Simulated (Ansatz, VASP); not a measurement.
# Ta3GaC (Ta3GaC antiperovskite): VASP beside Ansatz

One calculation is typed for both programs; each brings its own data sets. How far apart do they land? The cell is generated by rule, not measured, and may not be a known phase. The cell is taken from a series of runs on this material, whose earlier steps may have relaxed, scaled, displaced or heated it; both programs get it as it stands.

Program: Ansatz 0.2.0. Level of theory: plane waves, with VASP 6.6.1 beside it; zone-centre phonons at PBE. Results are calculated unless marked as measured.

The structure was built from a prototype and need not be the compound's stable phase.

### 1. The starting structure

It takes space group Pm-3m (No. 221, cubic). Conventional cell: a = 4.282 Å, b = 4.282 Å, c = 4.282 Å, α = 90.00°, β = 90.00°, γ = 90.00°. Ga has 12 Ta at 3.03 Å nearest. Nearest to Ta lie 2 C at 2.14 Å and 8 Ta at 3.03 Å and 4 Ga at 3.03 Å. Nearest to C lie 6 Ta at 2.14 Å. Farther neighbours are not listed.

### 2. VASP: zone-centre phonons, PBE

Second derivatives magnify differences that forces hide, and they need a tight electronic threshold.

Lines of VASP's logs that name or quote its potential files are left out, and so is its time.

INCAR reads:

```
SYSTEM = Ta3GaC
PREC = Accurate
ENCUT = 600
EDIFF = 1E-08
NELM = 120
ISMEAR = 1
SIGMA = 0.2
LREAL = .FALSE.
ALGO = Normal
GGA = PE
NBANDS = 31
LASPH = .TRUE.
LORBIT = 11
LWAVE = .FALSE.
LCHARG = .FALSE.
ISIF = 2
IBRION = 8
GGA_COMPAT = .FALSE.
KPAR = 2
```

POSCAR reads:

```
Ta3GaC
1.0
    4.2823748154      0.0000000000      0.0000000000
    0.0000000000      4.2823748154      0.0000000000
    0.0000000000      0.0000000000      4.2823748154
Ga Ta C
1 3 1
Direct
    0.0000000000      0.0000000000      0.0000000000
    0.5000000000      0.5000000000      0.0000000000
    0.5000000000      0.0000000000      0.5000000000
    0.0000000000      0.5000000000      0.5000000000
    0.5000000000      0.5000000000      0.5000000000
```

KPOINTS reads:

```
Automatic mesh
0
Gamma
4 4 4
0 0 0
```

The projector-augmented-wave data sets are Ga_d, Ta_pv and C (PBE family, release 64).

Run with:

```
$ mpirun -np 2 vasp_std
```

Numbers of over 12 decimals in the logs are rounded to 6 here.

The log of the run:

```text
[banner, memory and clock lines left out]
running    2 mpi-ranks, on    1 nodes
 distrk:  each k-point on    1 cores,    2 groups
 distr:  one band on    1 cores,    1 groups

 POSCAR found type information on POSCAR GaTaC
 POSCAR found :  3 types and       5 ions
 LDA part: xc-table for (Slater+PW92), standard interpolation
 POSCAR, INCAR and KPOINTS ok, starting setup
 FFT: planning ... GRIDC
 FFT: planning ... GRID_SOFT
 FFT: planning ... GRID
 WAVECAR not read
 entering main loop
       N       E                     dE             d eps       ncg     rms          rms(c)
DAV:   1     0.511392780401E+03    0.51139E+03   -0.29290E+04   699   0.236E+03
DAV:   2    -0.375168518421E+01   -0.51514E+03   -0.50080E+03   641   0.603E+02
DAV:   3    -0.510110633312E+02   -0.47259E+02   -0.44850E+02   747   0.143E+02
DAV:   4    -0.536214471997E+02   -0.26104E+01   -0.24987E+01   819   0.300E+01
DAV:   5    -0.537277646432E+02   -0.10632E+00   -0.10613E+00   772   0.526E+00    0.306E+01
DAV:   6    -0.479096405089E+02    0.58181E+01   -0.26872E+01   734   0.248E+01    0.126E+01
DAV:   7    -0.478825440258E+02    0.27096E-01   -0.26191E+00   721   0.705E+00    0.642E+00
DAV:   8    -0.478345883450E+02    0.47956E-01   -0.44575E-01   727   0.329E+00    0.896E-01
DAV:   9    -0.478192544078E+02    0.15334E-01   -0.93628E-02   749   0.135E+00    0.244E-01
DAV:  10    -0.478194751337E+02   -0.22073E-03   -0.13267E-02   720   0.590E-01    0.910E-02
DAV:  11    -0.478195977271E+02   -0.12259E-03   -0.10312E-03   897   0.139E-01    0.480E-02
DAV:  12    -0.478195654619E+02    0.32265E-04   -0.47871E-04   749   0.844E-02    0.215E-02
DAV:  13    -0.478195562586E+02    0.92032E-05   -0.59115E-05   757   0.350E-02    0.620E-03
DAV:  14    -0.478195563632E+02   -0.10452E-06   -0.36941E-06   740   0.899E-03    0.255E-03
DAV:  15    -0.478195561599E+02    0.20325E-06   -0.92899E-07   714   0.325E-03    0.949E-04
DAV:  16    -0.478195561293E+02    0.30589E-07   -0.52994E-08   676   0.127E-03    0.267E-04
DAV:  17    -0.478195561169E+02    0.12460E-07   -0.14408E-08   519   0.636E-04    0.153E-04
DAV:  18    -0.478195561153E+02    0.15789E-08   -0.19438E-09   457   0.301E-04
   1 F= -.47819556E+02 E0= -.47815261E+02  d E =-.128851E-01
 Linear response reoptimize wavefunctions to high precision
DAV:   1    -0.478195561165E+02   -0.11969E-08   -0.44644E-10   471   0.143E-04
DAV:   2    -0.478195561166E+02   -0.12915E-09   -0.18860E-10   457   0.925E-05
DAV:   3    -0.478195561165E+02    0.76398E-10   -0.97176E-11   443   0.607E-05
 Linear response DOF=           4
 Linear response progress:
  Degree of freedom:   1/  4
       N       E                     dE             d eps       ncg     rms          rms(c)
RMM:   1    -0.168975406781E+00   -0.16898E+00    0.64113E-02  1448   0.631E+00
RMM:   2    -0.164910005306E+00    0.40654E-02   -0.22477E-02  1943   0.766E-01    0.367E-02
RMM:   3    -0.166045080770E+00   -0.11351E-02   -0.29969E-03  1936   0.206E-01    0.254E-02
RMM:   4    -0.166072918221E+00   -0.27837E-04   -0.48568E-04  1938   0.916E-02    0.925E-03
RMM:   5    -0.166053741475E+00    0.19177E-04   -0.11970E-04  2022   0.351E-02    0.604E-03
RMM:   6    -0.166025206769E+00    0.28535E-04   -0.20064E-05  2170   0.174E-02    0.144E-03
RMM:   7    -0.166023561834E+00    0.16449E-05   -0.68362E-06  2140   0.696E-03    0.950E-04
RMM:   8    -0.166016233356E+00    0.73285E-05   -0.39993E-06  2120   0.376E-03    0.410E-04
RMM:   9    -0.166013163340E+00    0.30700E-05   -0.20699E-06  2104   0.214E-03    0.109E-04
RMM:  10    -0.166012818090E+00    0.34525E-06   -0.11014E-06  2287   0.103E-03    0.673E-05
RMM:  11    -0.166011735953E+00    0.10821E-05   -0.74785E-07  2241   0.667E-04    0.190E-05
RMM:  12    -0.166011809837E+00   -0.73884E-07   -0.27226E-07  2236   0.457E-04    0.989E-06
RMM:  13    -0.166011701750E+00    0.10809E-06   -0.39765E-08  2384   0.344E-04    0.333E-06
RMM:  14    -0.166011657437E+00    0.44314E-07    0.17575E-07  2541   0.285E-04    0.324E-06
RMM:  15    -0.166011612683E+00    0.44753E-07    0.14742E-07  2383   0.256E-04    0.222E-06
RMM:  16    -0.166011639336E+00   -0.26653E-07    0.57473E-08  2369   0.235E-04    0.813E-07
RMM:  17    -0.166011637878E+00    0.14583E-08    0.11269E-07  2124   0.221E-04    0.104E-06
RMM:  18    -0.166011643691E+00   -0.58132E-08    0.84173E-08  1973   0.213E-04    0.168E-06
 first order change of Fermi-energy  -0.54359E-04
 force on displaced ion       1 direction 1 :  -4.148   0.000  -0.000
 Linear response progress:
  Degree of freedom:   2/  4
       N       E                     dE             d eps       ncg     rms          rms(c)
RMM:   1    -0.163733510376E+00   -0.16373E+00    0.12581E+01  2156   0.167E+01
RMM:   2    -0.192568289786E+00   -0.28835E-01   -0.58180E-02  3123   0.133E+00    0.935E-02
RMM:   3    -0.192768148630E+00   -0.19986E-03   -0.67307E-03  3292   0.255E-01    0.553E-02
RMM:   4    -0.192628052594E+00    0.14010E-03   -0.62223E-04  3401   0.917E-02    0.267E-02
RMM:   5    -0.192487322836E+00    0.14073E-03   -0.10641E-04  3499   0.348E-02    0.901E-03
RMM:   6    -0.192445077399E+00    0.42245E-04   -0.49432E-05  3495   0.145E-02    0.469E-03
RMM:   7    -0.192415966531E+00    0.29111E-04   -0.89133E-06  3551   0.787E-03    0.127E-03
RMM:   8    -0.192411483137E+00    0.44834E-05   -0.93508E-06  3582   0.422E-03    0.290E-04
RMM:   9    -0.192411623173E+00   -0.14004E-06   -0.48668E-06  3775   0.213E-03    0.192E-04
RMM:  10    -0.192412208137E+00   -0.58496E-06   -0.24345E-06  3668   0.144E-03    0.955E-05
RMM:  11    -0.192413265170E+00   -0.10570E-05   -0.71844E-06  3894   0.110E-03    0.452E-05
RMM:  12    -0.192413453736E+00   -0.18857E-06   -0.69090E-06  3762   0.913E-04    0.316E-05
RMM:  13    -0.192413895157E+00   -0.44142E-06   -0.55401E-06  3747   0.810E-04    0.141E-05
RMM:  14    -0.192413947472E+00   -0.52315E-07   -0.49546E-06  3964   0.706E-04    0.135E-05
RMM:  15    -0.192414058584E+00   -0.11111E-06   -0.43463E-06  3885   0.644E-04    0.956E-06
RMM:  16    -0.192414166152E+00   -0.10757E-06   -0.36563E-06  3918   0.597E-04    0.551E-06
RMM:  17    -0.192414157418E+00    0.87346E-08   -0.30819E-06  4076   0.556E-04    0.109E-05
RMM:  18    -0.192414145003E+00    0.12415E-07   -0.27995E-06  3792   0.519E-04    0.147E-05
RMM:  19    -0.192414086645E+00    0.58358E-07   -0.22126E-06  3884   0.502E-04    0.197E-05
RMM:  20    -0.192414086502E+00    0.14310E-09   -0.20047E-06  3873   0.483E-04    0.231E-05
RMM:  21    -0.192414066765E+00    0.19737E-07   -0.17040E-06  3679   0.471E-04    0.244E-05
RMM:  22    -0.192414056921E+00    0.98437E-08   -0.15399E-06  3694   0.460E-04    0.265E-05
RMM:  23    -0.192414015926E+00    0.40995E-07   -0.12484E-06  3909   0.456E-04    0.259E-05
 first order change of Fermi-energy   0.89931E-04
 force on displaced ion       2 direction 1 :  -7.461   0.000   0.000
 Linear response progress:
  Degree of freedom:   3/  4
       N       E                     dE             d eps       ncg     rms          rms(c)
RMM:   1    -0.156286964381E+00   -0.15629E+00    0.13304E+01  1509   0.175E+01
RMM:   2    -0.186027128012E+00   -0.29740E-01   -0.41806E-02  2048   0.112E+00    0.141E-01
RMM:   3    -0.185523304720E+00    0.50382E-03   -0.66994E-03  2077   0.288E-01    0.759E-02
RMM:   4    -0.184989094907E+00    0.53421E-03   -0.96376E-04  2226   0.124E-01    0.220E-02
RMM:   5    -0.184855257445E+00    0.13384E-03   -0.18979E-04  2375   0.395E-02    0.105E-02
RMM:   6    -0.184811008824E+00    0.44249E-04   -0.85363E-05  2279   0.172E-02    0.596E-03
RMM:   7    -0.184774348701E+00    0.36660E-04   -0.40516E-05  2332   0.102E-02    0.185E-03
RMM:   8    -0.184762851500E+00    0.11497E-04   -0.28660E-05  2259   0.566E-03    0.436E-04
RMM:   9    -0.184764063229E+00   -0.12117E-05   -0.59106E-06  2476   0.319E-03    0.276E-04
RMM:  10    -0.184767487356E+00   -0.34241E-05   -0.58795E-06  2257   0.233E-03    0.125E-04
RMM:  11    -0.184770010351E+00   -0.25230E-05   -0.20923E-06  2391   0.174E-03    0.412E-05
RMM:  12    -0.184770546567E+00   -0.53622E-06   -0.26308E-06  2502   0.136E-03    0.534E-05
RMM:  13    -0.184771169139E+00   -0.62257E-06   -0.25073E-06  2396   0.114E-03    0.610E-05
RMM:  14    -0.184771281515E+00   -0.11238E-06   -0.14903E-06  2508   0.958E-04    0.920E-05
RMM:  15    -0.184771276575E+00    0.49395E-08   -0.21916E-06  2527   0.829E-04    0.122E-04
RMM:  16    -0.184771674878E+00   -0.39830E-06   -0.99015E-07  2376   0.753E-04    0.112E-04
RMM:  17    -0.184771850819E+00   -0.17594E-06   -0.18678E-06  2560   0.658E-04    0.118E-04
RMM:  18    -0.184771975299E+00   -0.12448E-06   -0.14475E-06  2551   0.603E-04    0.124E-04
 first order change of Fermi-energy  -0.36083E-04
 force on displaced ion       2 direction 3 :  -0.000   0.000 -30.604
 Linear response progress:
  Degree of freedom:   4/  4
       N       E                     dE             d eps       ncg     rms          rms(c)
RMM:   1    -0.132704625014E+00   -0.13270E+00    0.99206E-02  2086   0.159E+00
RMM:   2    -0.127074872986E+00    0.56298E-02   -0.17029E-02  2153   0.391E-01    0.158E-01
RMM:   3    -0.127475015215E+00   -0.40014E-03   -0.24161E-03  1880   0.181E-01    0.777E-02
RMM:   4    -0.128354741028E+00   -0.87973E-03   -0.86924E-04  2031   0.105E-01    0.204E-02
RMM:   5    -0.128489300560E+00   -0.13456E-03   -0.89483E-05  2175   0.392E-02    0.681E-03
RMM:   6    -0.128524162077E+00   -0.34862E-04   -0.12667E-05  2232   0.117E-02    0.406E-03
RMM:   7    -0.128529068130E+00   -0.49061E-05   -0.27535E-06  2152   0.474E-03    0.136E-03
RMM:   8    -0.128523507799E+00    0.55603E-05   -0.57104E-07  2227   0.243E-03    0.449E-04
RMM:   9    -0.128528786448E+00   -0.52786E-05   -0.65453E-07  2173   0.127E-03    0.128E-04
RMM:  10    -0.128528106348E+00    0.68010E-06   -0.55761E-07  2353   0.529E-04    0.428E-05
RMM:  11    -0.128528528434E+00   -0.42209E-06   -0.27184E-07  2277   0.310E-04    0.178E-05
RMM:  12    -0.128528471809E+00    0.56625E-07    0.17337E-07  2372   0.260E-04    0.882E-06
RMM:  13    -0.128528519144E+00   -0.47335E-07    0.94033E-08  2357   0.233E-04    0.574E-06
RMM:  14    -0.128528516854E+00    0.22891E-08   -0.51208E-08  2344   0.219E-04    0.164E-06
 first order change of Fermi-energy   0.43296E-04
 force on displaced ion       5 direction 1 : -19.098  -0.000  -0.000
 Linear response finished
```

(Continued in part 2 of 3.)

[Lines on the potential files, build, host, timing and source positions are cut from VASP's logs without a mark.]

[Logs are printed without paths, hosts, clocks, repeated set-up lines and the standing remarks that a program may print on its own settings, such as how far it seeks lower states.]

[Hosts, paths, dates, database ids (printed as entryN), source tags and the programs' standing remarks are cut or masked in the printed files.]
